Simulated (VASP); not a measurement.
Here is a VASP 6.6.1 calculation.

The input INCAR:

```
SYSTEM = GaP
  PREC = Accurate
  ENCUT = 520
  EDIFF = 1E-7
  ISMEAR = 0
  SIGMA = 0.02
  LREAL = .FALSE.
  LASPH = .TRUE.
  NELM = 100
  ALGO = Fast
  ISIF = 2
  LWAVE = .FALSE.
  LCHARG = .FALSE.
  GGA = PE
  KPAR = 4
```

File KPOINTS:

```
regular mesh
0
G
  10 10 10
  0 0 0
```

File POSCAR:

```
GaP                                     
1.0
    0.0000000000      2.7170673653      2.7170673653
    2.7170673653      0.0000000000      2.7170673653
    2.7170673653      2.7170673653     -0.0000000000
  Ga              P             
     1     1
Direct
     0.0000000000000000    0.0000000000000000    0.0000000000000000
     0.2500000000000000    0.2500000000000000    0.2500000000000000
```

File KPOINTS_OPT:

```
path GXWKGLUWLK,UX
20
line-mode
reciprocal
 0.0000000000  0.0000000000  0.0000000000  G
 0.5000000000  0.0000000000  0.5000000000  X

 0.5000000000  0.0000000000  0.5000000000  X
 0.5000000000  0.2500000000  0.7500000000  W

 0.5000000000  0.2500000000  0.7500000000  W
 0.3750000000  0.3750000000  0.7500000000  K

 0.3750000000  0.3750000000  0.7500000000  K
 0.0000000000  0.0000000000  0.0000000000  G

 0.0000000000  0.0000000000  0.0000000000  G
 0.5000000000  0.5000000000  0.5000000000  L

 0.5000000000  0.5000000000  0.5000000000  L
 0.6250000000  0.2500000000  0.6250000000  U

 0.6250000000  0.2500000000  0.6250000000  U
 0.5000000000  0.2500000000  0.7500000000  W

 0.5000000000  0.2500000000  0.7500000000  W
 0.5000000000  0.5000000000  0.5000000000  L

 0.5000000000  0.5000000000  0.5000000000  L
 0.3750000000  0.3750000000  0.7500000000  K

 0.6250000000  0.2500000000  0.6250000000  U
 0.5000000000  0.0000000000  0.5000000000  X
```

Potentials or basis: VASP PAW PBE potentials, release 64 (Ga_d, P).

Command:

```sh
$ cat potpaw_PBE.64/Ga_d/POTCAR potpaw_PBE.64/P/POTCAR > POTCAR
$ mpirun -np 4 vasp_std > vasp.out
```

(1) What does it give for the band gap on the k mesh?

(2) Predict the pressure.

(3) Estimate the band gap along the path.

Answers

(1) 1.59 eV, indirect (least direct gap 1.90 eV).

(2) 3.3 GPa.

(3) 1.58 eV, indirect (least direct gap 1.90 eV).

**Measured values to compare with.**

“Stacking defects in GaP nanowires: Electronic structure and optical properties”, 2018, arxiv:1810.01194 quotes, for a bulk crystal of GaP at 10 K: band gap 2.34 eV (indirect).

Against the measured gap of GaP, 2.34 eV (indirect; 10 K; quoted in “Stacking defects in GaP nanowires: Electronic structure and optical properties”, 2018, arxiv:1810.01194), the calculated 1.58 eV is off by -0.76 eV. Spin-orbit coupling on Ga is left out. The value is that of PBE, without temperature or zero-point motion. Semilocal functionals fall short of measured gaps as a rule. The cell is a database's relaxed one, not the measured one, which moves gaps too.
